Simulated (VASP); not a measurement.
Calculation: rev-vdW-DF2, VASP's PBE PAW potentials (set 64) (plane waves; VASP).

The input files of a VASP run:

**POSCAR**
```
NaI
1.0
  0.0000000000   3.2194594855   3.2194594855
  3.2194594855   0.0000000000   3.2194594855
  3.2194594855   3.2194594855   0.0000000000
Na I
1 1
Cart
  0.0000000000   0.0000000000   0.0000000000
  3.2194594855   3.2194594855   3.2194594855
```

**INCAR**
```
AGGAC  =  0.0
ALGO  =  Normal
EDIFF  =  1E-7
ENCUT  =  520
GGA  =  MK
ISIF  =  2
ISMEAR  =  -5
LASPH  =  .True.
LCHARG  =  .True.
LMAXMIX  =  4
LORBIT  =  11
LREAL  =  .False.
LUSE_VDW  =  .True.
LWAVE  =  .False.
NEDOS  =  601
NELM  =  100
PARAM1  =  0.1234568
PARAM2  =  0.7114
PREC  =  Accurate
SYSTEM  =  NaI
ZAB_VDW  =  -1.8867
```

File KPOINTS:
```
Automatic mesh
0
Gamma
8 8 8
0 0 0
```

POTCAR, in this order: Na_pv I (PBE.64 set). Program: vasp_std.

Unless said otherwise, spin-orbit coupling is left out, though it shifts the bands of the heavy elements here.

### Question
Predict the energy per atom (σ→0), band gap (on the k-mesh).

### Answer

```
Quantity                          Result
------------------------  --------------
energy per atom (σ→0)     -0.898 eV/atom
band gap (on the k-mesh)         3.60 eV
```

OSZICAR:
```
...
DAV:   6    -0.180432693500E+01    0.64828E-01   -0.94606E-02   734   0.222E+00    0.912E-01
DAV:   7    -0.179470643752E+01    0.96205E-02   -0.67706E-02   731   0.168E+00    0.516E-01
DAV:   8    -0.179624760901E+01   -0.15412E-02   -0.39946E-03   668   0.714E-01    0.121E-01
DAV:   9    -0.179620443440E+01    0.43175E-04   -0.11922E-04   734   0.136E-01    0.346E-02
DAV:  10    -0.179621108861E+01   -0.66542E-05   -0.32190E-05   734   0.749E-02    0.610E-03
DAV:  11    -0.179621095202E+01    0.13658E-06   -0.41016E-06   692   0.254E-02    0.203E-03
DAV:  12    -0.179621092999E+01    0.22035E-07   -0.42972E-07   728   0.499E-03
   1 F= -.17962109E+01 E0= -.17962109E+01  d E =0.000000E+00
```

The compound is NaI in the rock salt structure. It was relaxed first.
